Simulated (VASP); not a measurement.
Level of theory: PBE GGA, VASP's PBE PAW potentials (set 64) (plane waves; VASP).

VASP input:

### POSCAR
```
CdSe
1
    0.0000000000     3.0956650791     3.0956650791
    3.0956650791     0.0000000000     3.0956650791
    3.0956650791     3.0956650791     0.0000000000
Cd Se
1 1
Direct
  1.0000000000   0.0000000000   1.0000000000
  0.2500000000   0.2500000000   0.2500000000
```

INCAR:
```
EDIFFG = -0.02
LASPH = .TRUE.
NSW = 40
EDIFF = 1E-6
ALGO = Normal   # blocked Davidson
SIGMA = 0.05   # width (eV)
LCHARG = .FALSE.
PREC = Accurate
IBRION = 2   # conjugate gradients
LREAL = .FALSE.
GGA = PE
ENCUT = 500   # plane-wave cut-off (eV)
SYSTEM = CdSe
NELM = 100   # most electronic steps
LMAXMIX = 4   # l cut-off of mixed one-centre charges
ISIF = 3   # ions, shape and volume
LWAVE = .FALSE.
ISMEAR = 0   # Gaussian
```

File KPOINTS:
```
Regular mesh
0
gamma
7 7 7
0 0 0
```

POTCAR, in this order: Cd Se (PBE.64 set). Program: vasp_std.

Q: What does the run give for the energy per atom (σ→0), volume per atom, band gap (on the k-mesh)?

A: 
| Property | Value |
|---|---|
| energy per atom (σ→0) | -2.749 eV/atom |
| band gap (on the k-mesh) | 0.48 eV |
| volume per atom | 29.94 Å^3/atom |

File OSZICAR:
```
...
       N       E                     dE             d eps       ncg     rms          rms(c)
DAV:   1    -0.551294815986E+01   -0.14959E-01   -0.30618E-01   570   0.729E+00    0.914E-01
DAV:   2    -0.550005513861E+01    0.12893E-01   -0.32235E-02   560   0.277E+00    0.304E-01
DAV:   3    -0.549863203180E+01    0.14231E-02   -0.37348E-03   550   0.689E-01    0.267E-01
DAV:   4    -0.549846600365E+01    0.16603E-03   -0.24709E-04   535   0.147E-01    0.454E-02
DAV:   5    -0.549845450745E+01    0.11496E-04   -0.50074E-05   600   0.102E-01    0.124E-02
DAV:   6    -0.549845429848E+01    0.20897E-06   -0.78260E-06   545   0.397E-02
   2 F= -.54984543E+01 E0= -.54984543E+01  d E =-.464045E-03
```

The compound is CdSe in the zinc blende structure, whereas wurtzite is the usual form. This run relaxes it. Symmetry was kept, so distortions that lower it aren't found.
